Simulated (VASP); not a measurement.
Here is the system:

```yaml
crystal:
  lattice:
    - [0.00000, 3.30229, 3.30229]
    - [3.30229, 0.00000, 3.30229]
    - [3.30229, 3.30229, 0.00000]
  atoms:
    - { symbol: K, position: [0.00000, 0.00000, 0.00000] }
    - { symbol: Br, position: [0.50000, 0.50000, 0.50000] }
```

These are r2SCAN meta-GGA, VASP's PBE PAW potentials (set 64) (plane waves; VASP) values and carry that method's errors. Run with 520 eV cut-off, 8×8×8 Γ-centred mesh, tetrahedra with Blöchl corrections, potentials K_sv Br.

**Question.** Give the energies of bands 6 to 11 at the high-symmetry points, in eV from the valence-band maximum.

**Answer.** 
```
band     Γ      X      U      L      W
----  ----  -----  -----  -----  -----
6     0.00  -0.82  -0.70  -1.16  -0.59
7     0.00  -0.29  -0.63  -0.33  -0.59
8     0.00  -0.29  -0.33  -0.33  -0.53
9     5.07   6.36   7.11   7.13   7.93
10    8.24   8.02   9.00   8.87   7.93
11    8.24  10.12   9.04  10.53   9.12
```

The gap is direct, 5.07 eV, from the valence maximum at Γ to the conduction minimum at Γ.

Measured: gap 7.40 eV (computed value off by -2.33 eV), as given by Aguado et al., (1998), arXiv:cond-mat/9809176.

The compound is KBr in the rock salt structure. It was relaxed first.
